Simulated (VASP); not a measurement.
Calculation: r2SCAN meta-GGA, VASP's PBE PAW potentials (set 64) (plane waves; VASP).

The input files of a VASP run:

KPOINTS:
```
kpoints
0
gamma
9 9 9
```

**POSCAR**
```
InP
1.0
  0.0000000000   2.9515182375   2.9515182375
  2.9515182375   0.0000000000   2.9515182375
  2.9515182375   2.9515182375   0.0000000000
In P
1 1
Cartesian
  0.0000000000   0.0000000000   0.0000000000
  1.4757591188   1.4757591188   1.4757591188
```

### INCAR
```
LMIXTAU  =  .True.
LREAL  =  .False.
ISMEAR  =  -5   ! tetrahedra, Bloechl
EDIFF  =  1E-7   ! SCF stop (eV)
LWAVE  =  .False.
LASPH  =  .True.   ! aspherical one-centre terms
SYSTEM  =  InP
ALGO  =  Normal   ! blocked Davidson
LMAXMIX  =  4   ! l cut-off of mixed one-centre charges
NEDOS  =  601
ENCUT  =  400   ! plane-wave cut-off (eV)
METAGGA  =  R2SCAN
LCHARG  =  .False.
PREC  =  Accurate
NELM  =  100
LORBIT  =  11
ISIF  =  2
```

### KPOINTS_OPT
```
k-points along high-symmetry lines
10
Line-mode
Reciprocal
  0.000000   0.000000   0.000000 ! GAMMA
 -0.500000  -0.500000   0.000000 ! X

 -0.500000  -0.500000   0.000000 ! X
 -0.375000  -0.375000   0.250000 ! U

 -0.375000  -0.000000   0.375000 ! K
  0.000000   0.000000   0.000000 ! GAMMA

  0.000000   0.000000   0.000000 ! GAMMA
 -0.000000  -0.000000   0.500000 ! L

 -0.000000  -0.000000   0.500000 ! L
 -0.500000  -0.250000   0.250000 ! W

 -0.500000  -0.250000   0.250000 ! W
 -0.500000  -0.500000   0.000000 ! X
```

POTCAR, in this order: In_d P (PBE.64 set). Program: vasp_std.

The run wrote:

### OSZICAR
```
       N       E                     dE             d eps       ncg     rms          rms(c)
DAV:   1     0.823378291258E+02    0.82338E+02   -0.75971E+03   910   0.130E+03
DAV:   2    -0.283868120698E+02   -0.11072E+03   -0.10785E+03   960   0.309E+02
DAV:   3    -0.356928660984E+02   -0.73061E+01   -0.72640E+01  1175   0.882E+01
DAV:   4    -0.358937431724E+02   -0.20088E+00   -0.20075E+00  1103   0.161E+01
DAV:   5    -0.359025318038E+02   -0.87886E-02   -0.87882E-02  1328   0.276E+00    0.726E+00
DAV:   6    -0.322840859412E+02    0.36184E+01   -0.22365E+00  1090   0.385E+01    0.399E+00
DAV:   7    -0.322945591449E+02   -0.10473E-01   -0.67774E-01   980   0.126E+01    0.234E+00
DAV:   8    -0.322354027409E+02    0.59156E-01   -0.33025E-01   910   0.792E+00    0.130E+00
DAV:   9    -0.322445151671E+02   -0.91124E-02   -0.30149E-01   910   0.626E+00    0.519E-01
DAV:  10    -0.322020514533E+02    0.42464E-01   -0.52400E-02   910   0.249E+00    0.186E-01
DAV:  11    -0.322959349238E+02   -0.93883E-01   -0.60926E-02   910   0.254E+00    0.172E-01
DAV:  12    -0.322921231563E+02    0.38118E-02   -0.29201E-03  1185   0.688E-01    0.621E-02
DAV:  13    -0.322970179203E+02   -0.48948E-02   -0.28150E-03   915   0.617E-01    0.590E-02
DAV:  14    -0.322970226701E+02   -0.47499E-05   -0.77426E-05  1210   0.874E-02    0.385E-02
DAV:  15    -0.322970841444E+02   -0.61474E-04   -0.53391E-05   940   0.773E-02    0.151E-02
DAV:  16    -0.322970757582E+02    0.83861E-05   -0.93353E-06  1078   0.243E-02    0.844E-03
DAV:  17    -0.322970689696E+02    0.67886E-05   -0.96006E-07   975   0.960E-03    0.123E-02
DAV:  18    -0.322970981148E+02   -0.29145E-04   -0.20765E-05   930   0.592E-02    0.150E-02
DAV:  19    -0.322971008077E+02   -0.26929E-05   -0.10356E-06  1150   0.147E-02    0.886E-03
DAV:  20    -0.322971004419E+02    0.36576E-06   -0.47850E-08   695   0.324E-03    0.721E-03
DAV:  21    -0.322971005011E+02   -0.59137E-07   -0.17354E-07   824   0.602E-03
   1 F= -.32297101E+02 E0= -.32297101E+02  d E =0.000000E+00
       N       E                     dE             ncg
       N       E                     dE             ncg
```

### OUTCAR
```
------------------------ aborting loop because EDIFF is reached ----------------------------------------
  FORCE on cell =-STRESS in cart. coord.  units (eV):
  Direction    XX          YY          ZZ          XY          YZ          ZX
  --------------------------------------------------------------------------------------
  Total        0.0116945      0.0116945      0.0116945      0.0000000      0.0000000      0.0000000
  in kB        0.3643555      0.3643555      0.3643555      0.0000000      0.0000000      0.0000000
  external PRESSURE =       0.3643555 kB  Pullay stress =       0.0000000 kB
  volume of cell :       51.42
      direct lattice vectors                 reciprocal lattice vectors
     0.000000000  2.951518238  2.951518238    -0.169404340  0.169404340  0.169404340
     2.951518238  0.000000000  2.951518238     0.169404340 -0.169404340  0.169404340
     2.951518238  2.951518238  0.000000000     0.169404340  0.169404340 -0.169404340
  FREE ENERGIE OF THE ION-ELECTRON SYSTEM (eV)
  ---------------------------------------------------
  free  energy   TOTEN  =       -32.2971005011 eV

  energy  without entropy=      -32.2971005011  energy(sigma->0) =      -32.29710050

 total charge

# of ion       s       p       d       tot
------------------------------------------
    1        0.816   0.782   9.900  11.498
    2        1.018   1.505   0.000   2.523
--------------------------------------------------
tot          1.835   2.286   9.900  14.021
```
(Selected blocks of OUTCAR.)

The compound is InP in the zinc blende structure. It was relaxed first.
